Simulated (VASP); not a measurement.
Given:

```
CELL_PARAMETERS angstrom
      4.20512     0.00000     0.00000
     -2.10256     3.64174     0.00000
      0.00000     0.00000     2.67986
ATOMIC_POSITIONS crystal
  Li 0.33333 0.66667 0.50000
  Li 0.66667 0.33333 0.50000
  Pd 0.00000 0.00000 0.00000
```

Level of theory: PBEsol GGA, VASP's PBE PAW potentials (set 64) (plane waves; VASP). Numerical set-up: 400 eV cut-off, 9×9×12 Γ-centred mesh, Fermi-Dirac smearing of 0.10 eV, potentials Li_sv Pd.

Task: Give the energies of bands 3 to 10 at the high-symmetry points, in eV from the Fermi level.

Result: 
```json
[
 {"band": "3", "Γ": "-5.24", "M": "-4.60", "K": "-4.48", "A": "-3.34", "L": "-3.67", "H": "-3.63"},
 {"band": "4", "Γ": "-3.83", "M": "-3.44", "K": "-2.80", "A": "-3.34", "L": "-3.54", "H": "-3.63"},
 {"band": "5", "Γ": "-3.07", "M": "-2.28", "K": "-2.80", "A": "-3.30", "L": "-2.63", "H": "-2.24"},
 {"band": "6", "Γ": "-3.07", "M": "-1.92", "K": "-2.42", "A": "-2.19", "L": "-1.84", "H": "-2.24"},
 {"band": "7", "Γ": "-1.10", "M": "-1.74", "K": "-1.16", "A": "-2.19", "L": "-1.17", "H": "-1.14"},
 {"band": "8", "Γ": "-1.10", "M": "-1.19", "K": "-1.16", "A": "0.83", "L": "0.60", "H": "1.38"},
 {"band": "9", "Γ": "4.06", "M": "-1.12", "K": "-0.61", "A": "1.79", "L": "1.31", "H": "2.14"},
 {"band": "10", "Γ": "4.06", "M": "0.68", "K": "-0.61", "A": "6.58", "L": "3.90", "H": "2.14"}
]
```

It has no gap at this level: it comes out as a metal or semimetal.

The structure comes from a computed database's Li2Pd entry (P6/mmm); how it stands against other phases isn't given here. The cell was not relaxed at this level.
